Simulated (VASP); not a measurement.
CsPbCl3 (cubic perovskite), at 0.96 of the tabulated volume:

```
CELL_PARAMETERS angstrom
      5.53418     0.00000     0.00000
      0.00000     5.53418     0.00000
      0.00000     0.00000     5.53418
ATOMIC_POSITIONS crystal
  Cs 0.00000 0.00000 0.00000
  Pb 0.50000 0.50000 0.50000
  Cl 0.50000 0.00000 0.50000
  Cl 0.00000 0.50000 0.50000
  Cl 0.50000 0.50000 0.00000
```

The highest filled band near R, direction [111], from PBE with spin-orbit coupling in VASP (PAW); its two spin partners are averaged. The gap over the points computed is 0.69 eV, and the next band on that side lies 2.52 eV away at the edge.

Settings: 400 eV cut-off, 5×5×5 Γ-centred mesh, Gaussian smearing of 0.050 eV, potentials Cs_sv Pb_d Cl.

```csv
distance from the edge in k (1/Å),distance in energy (meV)
0.012,4.5
0.018,10.0
0.025,19.1
0.035,36.8
0.050,72.4
0.070,133.8
```

### Question
Fit E(1 + αE) = ħ²k²/2m* (ħ²/2m0 = 3.810 eV Å²) and predict the row at 0.095 1/Å.

### Answer
Least squares on the energies gives the hole mass m* = 0.122 m0 and α = 1.07 per eV, and so 226.8 meV. The run gave 227.3 meV, +0.5 meV from the fit.

Left out are points under 3 meV from the edge, since the levels carry 0.1 meV, and points farther than half the way to the next band.

The compound is CsPbCl3 in the cubic perovskite structure, the ideal cubic form; the compound distorts at low or room temperature. The cell was not relaxed at this level.
